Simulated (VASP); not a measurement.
The system is TaTl.

```
CELL_PARAMETERS angstrom
3.62212 0.00000 0.00000
0.00000 3.62212 0.00000
0.00000 0.00000 3.62212
ATOMIC_POSITIONS crystal
Ta 0.00000 0.00000 0.00000
Tl 0.50000 0.50000 0.50000
```

The cell was built by a generator and needn't be a form met in nature.

| Property | Result |
| --- | --- |
| Program | VASP 6.6.1 |
| Task | relaxation of cell and atoms |
| Functional | LDA |
| Potentials or basis | VASP PAW LDA potentials, release 64 (Ta_pv, Tl_d) |
| Cutoff | 600 eV |
| k mesh | 5 × 5 × 5 |
| Occupations | fermi-dirac, width 0.05 eV |
| Spin | no spin polarisation |

At the start: pressure -19.7 GPa; volume 23.76 Å³/atom.

**Question.** Where does the relaxation end?

**Answer.** Over 7 steps the energy falls by 347.1 meV/atom and the volume is 19.18 Å³/atom (-19.3 %); space group Pm-3m (No. 221, to 0.05 Å).

The path:
```
step  energy change (eV)  largest force (eV/Å)  pressure (GPa)  volume (Å³)
   1              0.0000                0.0000          -19.65        47.52
   2              0.6305                0.0000           64.22        30.16
   3             -0.6911                0.0000           -1.94        38.86
   4             -0.6939                0.0000           -0.58        38.51
   5             -0.6941                0.0000            0.09        38.34
   6             -0.6941                0.0000           -0.12        38.39
   7             -0.6941                0.0000            0.00        38.36
```

Final structure:
```
CELL_PARAMETERS angstrom
3.37263 0.00000 0.00000
0.00000 3.37263 0.00000
0.00000 0.00000 3.37263
ATOMIC_POSITIONS crystal
Ta 0.00000 0.00000 0.00000
Tl 0.50000 0.50000 0.50000
```

Caveat: the volume moved by over 15 % at a fixed basis, so the end points are rough.
